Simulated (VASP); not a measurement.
OSZICAR of a VASP run on Pb (fcc):

### OSZICAR
```
       N       E                     dE             d eps       ncg     rms          rms(c)
DAV:   1     0.102591850177E+03    0.10259E+03   -0.73768E+03  1863   0.149E+03
DAV:   2     0.569286153944E+00   -0.10202E+03   -0.10022E+03  1884   0.327E+02
DAV:   3    -0.390586614359E+01   -0.44752E+01   -0.44456E+01  2258   0.801E+01
DAV:   4    -0.401035261191E+01   -0.10449E+00   -0.10447E+00  2215   0.131E+01
DAV:   5    -0.401440954339E+01   -0.40569E-02   -0.40567E-02  2351   0.232E+00    0.594E-01
DAV:   6    -0.400049774973E+01    0.13912E-01   -0.21249E-02  2205   0.285E+00    0.281E-01
DAV:   7    -0.399705332169E+01    0.34444E-02   -0.85482E-03  2190   0.168E+00    0.918E-02
DAV:   8    -0.399683117165E+01    0.22215E-03   -0.37542E-04  2691   0.397E-01    0.980E-03
DAV:   9    -0.399682887234E+01    0.22993E-05   -0.73883E-06  2251   0.559E-02    0.451E-03
DAV:  10    -0.399682861499E+01    0.25735E-06   -0.49807E-07  2070   0.765E-03    0.137E-04
DAV:  11    -0.399682859097E+01    0.24015E-07   -0.99761E-09  1128   0.148E-03
   1 F= -.39968286E+01 E0= -.39969124E+01  d E =0.251397E-03
```

### Question
Which electronic solver shows in the log?

### Answer
It is blocked Davidson (ALGO = Normal, or the opening steps of other solvers). The INCAR had ALGO = Normal.

### Question
Can the final energy be trusted as converged?

### Answer
Self-consistency was reached. It stopped with EDIFF = 1E-7, NELM = 100 (PBEsol GGA, plane waves, VASP's PBE PAW potentials (set 64)).

The compound is Pb in the fcc structure. It was relaxed first.
